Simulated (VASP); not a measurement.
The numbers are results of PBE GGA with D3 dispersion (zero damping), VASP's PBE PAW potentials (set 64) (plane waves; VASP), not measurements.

A VASP calculation is set up with these files.

KPOINTS:
```
Regular mesh
0
Gamma
10 10 6
0 0 0
```

POSCAR:
```
Y
1
    1.8512410000    -3.2040250000     0.0000000000
    1.8512410000     3.2040250000     0.0000000000
    0.0000000000     0.0000000000     5.8826210000
Y
2
Direct
  0.3333330000   0.6666670000   0.2500000000
  0.6849570000   0.3516230000   0.7500000000
```

### INCAR
```
LREAL=.False.
SYSTEM=Y
SIGMA=0.1
LCHARG=.False.
NELM=100   ! most electronic steps
PREC=Accurate
GGA=PE
ISIF=2   ! forces and stress, cell fixed
ISMEAR=1
EDIFF=1E-6   ! SCF stop (eV)
LASPH=.True.   ! aspherical one-centre terms
LWAVE=.False.
ENCUT=400
IVDW=11   ! D3, zero damping
LMAXMIX=4   ! l cut-off of mixed one-centre charges
ALGO=Normal   ! blocked Davidson
```

POTCAR, in this order: Y_sv (PBE.64 set). Program: vasp_std.

Q: Estimate the energy per atom (σ→0), dispersion energy, pressure, largest force, band gap (on the k-mesh).

A: 
* **energy per atom (σ→0)**: -6.653 eV/atom
* **dispersion energy**: -0.478 eV
* **band gap (on the k-mesh)**: none (metal, semimetal or under 0.01 eV)
* **pressure**: -3.70 GPa
* **largest force**: 0.075 eV/Å

**OSZICAR**
```
...
DAV:   8    -0.128290585415E+02    0.10048E-01   -0.18420E-01  7689   0.274E+00    0.147E+00
DAV:   9    -0.128279134811E+02    0.11451E-02   -0.31989E-03  9557   0.397E-01    0.304E-01
DAV:  10    -0.128280049579E+02   -0.91477E-04   -0.22356E-03  6457   0.486E-01    0.460E-01
DAV:  11    -0.128279019769E+02    0.10298E-03   -0.21266E-04  6680   0.146E-01    0.325E-02
DAV:  12    -0.128278987561E+02    0.32208E-05   -0.27795E-05  7060   0.514E-02    0.268E-02
DAV:  13    -0.128279003768E+02   -0.16207E-05   -0.64047E-06  6674   0.268E-02    0.198E-03
DAV:  14    -0.128279004145E+02   -0.37666E-07   -0.12101E-07  3708   0.230E-03
   1 F= -.13306086E+02 E0= -.13306669E+02  d E =0.174668E-02
```

The compound is Y in the hcp structure. The cell was not relaxed at this level, atoms are displaced from their ideal sites. The run is one of a series of settings (IVDW = 11 against the base run), some of them coarse on purpose.
